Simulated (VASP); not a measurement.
Calculation: PBE GGA, VASP's PBE PAW potentials (set 64) (plane waves; VASP).

Input for VASP

### INCAR
```
SYSTEM = In
PREC = Accurate
ENCUT = 300
EDIFF = 1E-6
NELM = 100
ALGO = Normal
LREAL = .FALSE.
LASPH = .TRUE.
ISMEAR = -1
SIGMA = 0.136
GGA = PE
LMAXMIX = 4
LWAVE = .FALSE.
LCHARG = .FALSE.
ISIF = 2
```

### POSCAR
```
In
1
    0.0000000000     3.1442920000     3.1442920000
    3.1442920000     0.0000000000     3.1442920000
    3.1442920000     3.1442920000     0.0000000000
In
2
Direct
  0.7500000000   0.7500000000   0.7500000000
  0.5000000000   0.5000000000   0.5000000000
```

File KPOINTS:
```
Automatic mesh
0
G
7 7 7
```

POTCAR, in this order: In_d (PBE.64 set). Program: vasp_std.

At this cut-off the stress carries a Pulay error, which pulls relaxed volumes low. Unless said otherwise, spin-orbit coupling is left out, though it shifts the bands of the heavy elements here.

Predict the energy per atom (σ→0), pressure, band gap (on the k-mesh).

| Property | Value |
|---|---|
| energy per atom (σ→0) | -2.083 eV/atom |
| band gap (on the k-mesh) | none (metal, semimetal or under 0.01 eV) |
| pressure | 7.34 GPa |

**OSZICAR**
```
...
DAV:   6    -0.421834042497E+01    0.41433E-01   -0.82019E-02   879   0.532E+00    0.216E+00
DAV:   7    -0.420999362377E+01    0.83468E-02   -0.27462E-02   921   0.286E+00    0.438E-01
DAV:   8    -0.420992637573E+01    0.67248E-04   -0.27255E-03   964   0.567E-01    0.662E-02
DAV:   9    -0.420996761701E+01   -0.41241E-04   -0.60664E-05   868   0.629E-02    0.171E-02
DAV:  10    -0.420997235636E+01   -0.47393E-05   -0.11872E-05   792   0.415E-02    0.867E-03
DAV:  11    -0.420997342441E+01   -0.10681E-05   -0.15333E-06   631   0.102E-02    0.110E-03
DAV:  12    -0.420997317123E+01    0.25319E-06   -0.17727E-07   396   0.641E-03
   1 F= -.42099732E+01 E0= -.41653581E+01  d E =-.892302E-01
```

The structure was generated: In was put into an ordered model structure, which need not be its known phase. The cell was not relaxed at this level.
